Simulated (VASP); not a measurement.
An input for Quantum ESPRESSO's pw.x (written as the equivalent of a VASP run, and not itself run):

```
&CONTROL
  calculation = 'vc-relax'
  pseudo_dir = './pseudo'
  outdir = './out'
  tprnfor = .true.
  tstress = .true.
  nstep = 60
  forc_conv_thr = 0.00078
/
&SYSTEM
  ibrav = 0
  nat = 4
  ntyp = 2
  ecutwfc = 84
  occupations = 'smearing'
  smearing = 'gaussian'
  degauss = 0.003675
  input_dft = 'pbesol'
/
&ELECTRONS
  conv_thr = 7.3e-08
  electron_maxstep = 100
/
&IONS
/
&CELL
/
ATOMIC_SPECIES
  Mg 24.305 Mg.upf
  O 15.999 O.upf
CELL_PARAMETERS angstrom
     2.9241889    0.0000000    0.0000000
    -1.4620944    2.5324220   -0.0000000
     0.0000000    0.0000000    5.1103170
ATOMIC_POSITIONS crystal
  Mg   0.0000000  0.0000000  0.0000000
  Mg   0.0000000  0.0000000  0.5000000
  O    0.3333330  0.6666670  0.2500000
  O    0.6666670  0.3333330  0.7500000
K_POINTS automatic
  8 8 4 0 0 0
```

Task: Write the VASP files for the same calculation (PBEsol).

Result: Several could match; the one computed here: 
**POSCAR**
```
MgO
1
    2.9241888879     0.0000000000     0.0000000000
   -1.4620944440     2.5324219625    -0.0000000000
    0.0000000000     0.0000000000     5.1103170473
Mg O
2 2
Direct
  0.0000000000   0.0000000000   0.0000000000
  0.0000000000   0.0000000000   0.5000000000
  0.3333330000   0.6666670000   0.2500000000
  0.6666670000   0.3333330000   0.7500000000
```

### KPOINTS
```
Automatic mesh
0
gamma
8 8 4
0 0 0
```

**INCAR**
```
ENCUT = 520   # plane-wave cut-off (eV)
SYSTEM = MgO
PREC = Accurate
ISMEAR = 0   # Gaussian
SIGMA = 0.05   # width (eV)
EDIFF = 1E-6
LASPH = .TRUE.
LWAVE = .FALSE.
ALGO = Normal   # blocked Davidson
LCHARG = .FALSE.
GGA = PS   # PBEsol
ISIF = 3   # ions, shape and volume
EDIFFG = -0.02
NELM = 100
IBRION = 2
NSW = 60
LREAL = .FALSE.   # projection in real space or not
```

POTCAR, in this order: Mg O (PBE.64 set). Program: vasp_std.

Limits of the translation: the potentials are each code's own (VASP's PAW set, PseudoDojo norm-conserving files in pw.x), so ENCUT and ecutwfc are chosen apart and not converted; conv_thr bounds pw.x's estimated SCF error, while EDIFF bounds the energy change between steps; forc_conv_thr acts on force components and is met together with etot_conv_thr.

The structure was generated: MgO was put into the NiAs type type (P6_3/mmc), which need not be its known phase. It was relaxed first, which changed the volume by -12 %. The start is the result of an earlier pass.
